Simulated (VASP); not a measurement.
Crystal: Sn2HBr3.

```xyz
6
Lattice="4.8169 2.7811 2.7910 -4.8169 2.7811 2.7910 0.0000 -5.5621 2.7910" Properties=species:S:1:pos:R:3 pbc="T T T"
Sn    0.0000    0.0000    6.2550
Sn    0.0000    0.0000    2.1180
H     0.0000    0.0000    4.1865
Br   -2.4085    1.3905    1.3955
Br    0.0000   -2.7811    1.3955
Br    2.4085    1.3905    1.3955
```

The cell was built by a generator and needn't be a form met in nature.

| Item | Value |
| --- | --- |
| Program | VASP 6.6.1 |
| Task | relaxation of cell and atoms |
| Functional | PBE |
| Potentials or basis | VASP PAW PBE potentials, release 64 (Sn_d, H, Br) |
| Cutoff | 520 eV |
| k mesh | 4 × 4 × 4 |
| Occupations | gaussian, width 0.03 eV |
| Spin | no spin polarisation |

At the start: pressure -0.2 GPa; volume 37.39 Å³/atom.

Problem. How do energy, volume and symmetry change on relaxing?

Solution. Over 21 steps the energy falls by 3.0 meV/atom and the volume is 35.55 Å³/atom (-4.9 %); space group R-3m (No. 166, to 0.05 Å).

Step by step:
```
step  energy change (eV)  largest force (eV/Å)  pressure (GPa)  volume (Å³)
   1              0.0000                0.0923           -0.24       224.33
   2             -0.0026                0.0539           -0.06       222.49
   3             -0.0028                0.0400            0.01       221.82
   4             -0.0031                0.0368            0.00       221.78
   5             -0.0040                0.0251           -0.02       221.64
   6             -0.0055                0.0033           -0.05       221.37
   7             -0.0078                0.0381           -0.13       220.80
   8             -0.0092                0.1133           -0.30       219.59
   9             -0.0093                0.0901           -0.24       219.99
  10             -0.0094                0.0905           -0.25       219.92
  11             -0.0098                0.0900           -0.24       219.71
  12             -0.0106                0.0888           -0.24       219.29
  13             -0.0121                0.0864           -0.24       218.45
  14             -0.0145                0.0835           -0.22       216.74
  15             -0.0150                0.0900           -0.18       213.27
  16             -0.0157                0.0788           -0.21       215.37
  17             -0.0159                0.0802           -0.20       214.78
  18             -0.0168                0.0613           -0.14       214.34
  19             -0.0178                0.0176            0.01       213.26
  20             -0.0178                0.0160            0.02       213.22
  21             -0.0179                0.0082            0.01       213.30
```

Final structure:
```
CELL_PARAMETERS angstrom
4.87094 2.81224 2.59521
-4.87094 2.81224 2.59521
0.00000 -5.62447 2.59521
ATOMIC_POSITIONS crystal
Sn 0.76537 0.76537 0.76537
Sn 0.23463 0.23463 0.23463
H 0.50000 0.50000 0.50000
Br 0.00000 0.50000 0.00000
Br 0.00000 0.00000 0.50000
Br 0.50000 0.00000 0.00000
```
